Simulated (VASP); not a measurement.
These are RPBE GGA, VASP's PBE PAW potentials (set 64) (plane waves; VASP) values and carry that method's errors.

VASP ran on this input.

### POSCAR
```
CdTe
1
    0.0000000000     3.3612682974     3.3612682974
    3.3612682974    -0.0000000000     3.3612682974
    3.3612682974     3.3612682974     0.0000000000
Cd Te
1 1
Direct
  0.0000000000   0.0000000000   0.0000000000
  0.2500000000   0.2500000000   0.2500000000
```

INCAR:
```
ALGO  =  Normal
EDIFF  =  1E-6
EDIFFG  =  -0.01
ENCUT  =  520
GGA  =  RP
IBRION  =  2
ISIF  =  3
ISMEAR  =  0
LASPH  =  T
LCHARG  =  F
LMAXMIX  =  4
LREAL  =  F
LWAVE  =  F
NELM  =  100
NSW  =  60
PREC  =  Accurate
SIGMA  =  0.05
SYSTEM  =  CdTe
```

**KPOINTS**
```
Automatic mesh
0
G
 6 6 6
0 0 0
```

POTCAR, in this order: Cd Te (PBE.64 set). Program: vasp_std.

The run wrote:

OSZICAR:
```
       N       E                     dE             d eps       ncg     rms          rms(c)
DAV:   1     0.102220086684E+03    0.10222E+03   -0.81454E+03   416   0.118E+03
DAV:   2    -0.111073443753E+00   -0.10233E+03   -0.98869E+02   476   0.270E+02
DAV:   3    -0.437169280273E+01   -0.42606E+01   -0.42541E+01   476   0.584E+01
DAV:   4    -0.441461966174E+01   -0.42927E-01   -0.42923E-01   596   0.520E+00
DAV:   5    -0.441481332859E+01   -0.19367E-03   -0.19367E-03   486   0.305E-01    0.483E+00
DAV:   6    -0.419571978200E+01    0.21909E+00   -0.44474E-01   466   0.777E+00    0.397E+00
DAV:   7    -0.418442689769E+01    0.11293E-01   -0.12729E-01   466   0.253E+00    0.157E+00
DAV:   8    -0.418791974982E+01   -0.34929E-02   -0.10972E-02   431   0.138E+00    0.465E-01
DAV:   9    -0.418910962913E+01   -0.11899E-02   -0.18026E-03   461   0.423E-01    0.920E-02
DAV:  10    -0.418928086439E+01   -0.17124E-03   -0.18334E-04   461   0.141E-01    0.571E-02
DAV:  11    -0.418943286965E+01   -0.15201E-03   -0.33974E-04   421   0.115E-01    0.380E-02
DAV:  12    -0.418943253411E+01    0.33554E-06   -0.46112E-06   507   0.170E-02
   1 F= -.41894325E+01 E0= -.41894325E+01  d E =-.418943E+01
       N       E                     dE             d eps       ncg     rms          rms(c)
DAV:   1    -0.419001024793E+01   -0.57738E-03   -0.12047E-02   461   0.141E+00    0.189E-01
DAV:   2    -0.418951315456E+01    0.49709E-03   -0.13276E-03   436   0.555E-01    0.524E-02
DAV:   3    -0.418945530130E+01    0.57853E-04   -0.14199E-04   471   0.127E-01    0.459E-02
DAV:   4    -0.418944505668E+01    0.10245E-04   -0.14707E-05   456   0.297E-02    0.904E-03
DAV:   5    -0.418944423092E+01    0.82576E-06   -0.17879E-06   362   0.164E-02
   2 F= -.41894442E+01 E0= -.41894442E+01  d E =-.116968E-04
```

OUTCAR:
```
------------------------ aborting loop because EDIFF is reached ----------------------------------------
  FORCE on cell =-STRESS in cart. coord.  units (eV):
  Direction    XX          YY          ZZ          XY          YZ          ZX
  --------------------------------------------------------------------------------------
  Total       -0.0086075     -0.0086075     -0.0086075     -0.0000000     -0.0000000      0.0000000
  in kB       -0.1812356     -0.1812356     -0.1812356     -0.0000000     -0.0000000      0.0000000
  external PRESSURE =      -0.1812356 kB  Pullay stress =       0.0000000 kB
  volume of cell :       76.09
      direct lattice vectors                 reciprocal lattice vectors
    -0.000000000  3.363349618  3.363349618    -0.148661322  0.148661322  0.148661322
     3.363349618 -0.000000000  3.363349618     0.148661322 -0.148661322  0.148661322
     3.363349618  3.363349618  0.000000000     0.148661322  0.148661322 -0.148661322
  FREE ENERGIE OF THE ION-ELECTRON SYSTEM (eV)
  ---------------------------------------------------
  free  energy   TOTEN  =        -4.1894442309 eV

  energy  without entropy=       -4.1894442309  energy(sigma->0) =       -4.18944423

 reached required accuracy - stopping structural energy minimisation
```
(Selected blocks of OUTCAR.)

### CONTCAR
```
CdTe
   1.00000000000000
    -0.0000000000000000    3.3633496175568509    3.3633496175568509
     3.3633496175568509   -0.0000000000000000    3.3633496175568509
     3.3633496175568509    3.3633496175568509    0.0000000000000000
  Cd              Te
     1     1
Direct
     1.0000000000000000    1.0000000000000000    0.0000000000000000
     0.2500000000000000    0.2500000000000000    0.2500000000000000
```

File OUTCAR:
```
 val. band max:        1.5238821369   @ k =   0.0000   0.0000   0.0000

 cond. band min:       2.1102371078   @ k =   0.0000   0.0000   0.0000


 Fermi energy:         1.7736055523

 k-point     1 :       0.0000    0.0000    0.0000
  band No.  band energies     occupation
      1      -9.0283      2.00000
      2      -6.4582      2.00000
      3      -6.4582      2.00000
      4      -6.4582      2.00000
      5      -6.2741      2.00000
      6      -6.2741      2.00000
      7       1.5239      2.00000
      8       1.5239      2.00000
      9       1.5239      2.00000
     10       2.1102      0.00000
     11       6.2464      0.00000
     12       6.2464      0.00000
     13       6.2464      0.00000

 k-point     2 :       0.1667    0.0000    0.0000
  band No.  band energies     occupation
      1      -8.9544      2.00000
      2      -6.4451      2.00000
      3      -6.4451      2.00000
      4      -6.3847      2.00000
      5      -6.2746      2.00000
      6      -6.2746      2.00000
      7      -0.0316      2.00000
      8       1.3463      2.00000
      9       1.3463      2.00000
     10       3.2038      0.00000
     11       6.3163      0.00000
     12       6.5360      0.00000
     13       6.5360      0.00000

 k-point     3 :       0.3333    0.0000    0.0000
  band No.  band energies     occupation
      1      -8.8085      2.00000
      2      -6.4224      2.00000
      3      -6.4224      2.00000
      4      -6.2716      2.00000
      5      -6.2716      2.00000
      6      -6.1656      2.00000
      7      -1.5859      2.00000
      8       1.0411      2.00000
      9       1.0411      2.00000
     10       3.4100      0.00000
     11       6.8184      0.00000
     12       6.8184      0.00000
     13       7.6374      0.00000

 k-point     4 :       0.5000    0.0000    0.0000
  band No.  band energies     occupation
      1      -8.7377      2.00000
      2      -6.4134      2.00000
      3      -6.4134      2.00000
...
```

Unless said otherwise, spin-orbit coupling is left out, though it shifts the bands of the heavy elements here.

The compound is CdTe in the zinc blende structure. This run relaxes it. Symmetry was kept, so distortions that lower it aren't found. The start is the result of an earlier pass.
